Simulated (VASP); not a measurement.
Method: LDA (Ceperley-Alder, Perdew-Zunger), VASP's LDA PAW potentials (set 64) (plane waves; VASP 6.6.1).

A VASP calculation is set up with these files.

### KPOINTS
```
kpoints
0
G
 16 16 16
```

### INCAR
```
! general
SYSTEM  = Ir
PREC    = Accurate
ENCUT   = 500
LREAL   = .FALSE.
LASPH   = .TRUE.

! electronic loop
EDIFF   = 1E-6
NELM    = 100
ALGO    = Normal
LMAXMIX = 6

! smearing
ISMEAR  = 1
SIGMA   = 0.1

! ions
IBRION  = 2
NSW     = 40
ISIF    = 3
EDIFFG  = -0.02
PSTRESS = 100

! output
LWAVE   = .FALSE.
LCHARG  = .FALSE.
```

POSCAR:
```
Ir
1
    0.0000000000     1.8952376672     1.8952376672
    1.8952376672     0.0000000000     1.8952376672
    1.8952376672     1.8952376672     0.0000000000
Ir
1
Direct
  0.0000000000   0.0000000000   0.0000000000
```

POTCAR, in this order: Ir (LDA.64 set). Program: vasp_std.

### Question
What will the output report for the number of irreducible k-points (NKPTS), largest plane-wave count, number of space-group operations, FFT grid (NGX, NGY, NGZ)?

### Answer

```json
{
  "number of irreducible k-points (NKPTS)": "145",
  "largest_plane_wave_count": "360",
  "number_of_space_group_operations": "48",
  "FFT grid (NGX, NGY, NGZ)": "20 × 20 × 20"
}
```

The compound is Ir in the fcc structure. It was relaxed first under an external pressure of 10 GPa.
